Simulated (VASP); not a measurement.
Input:

```
Te
1.0
    2.11901    -3.67024     0.00000
    2.11901     3.67024     0.00000
    0.00000     0.00000     5.85223
Te
3
Direct
  0.00000   0.28194   0.66667
  0.71806   0.71806   0.00000
  0.28194   0.00000   0.33333
```

All values below come from PBE GGA with D3 dispersion (Becke-Johnson damping), VASP's PBE PAW potentials (set 64) (plane waves; VASP 6.6.1). Settings: 520 eV cut-off, 6×6×4 Γ-centred mesh, Gaussian smearing of 0.050 eV, potentials Te.

Problem. The ions and cell shape at fixed volume are relaxed. Give the cell that the relaxation ends in.

Solution. 
```
Te
1.0
    2.09492    -3.62850     0.00000
    2.09492     3.62850     0.00000
    0.00000     0.00000     5.98764
Te
3
Direct
  0.00000   0.29160   0.66667
  0.70840   0.70840   0.00000
  0.29160   0.00000   0.33333
```
Space group P3_121 (152), at a tolerance of 0.03 Å.

Problem. How much energy does the relaxation gain?

Solution. The energy (σ→0) changes by -9.6 meV/atom, in 7 ionic steps.

The compound is Te in the trig structure. This cell is one point of a volume scan, at 0.94 of the reference volume. Symmetry was kept, so distortions that lower it aren't found.
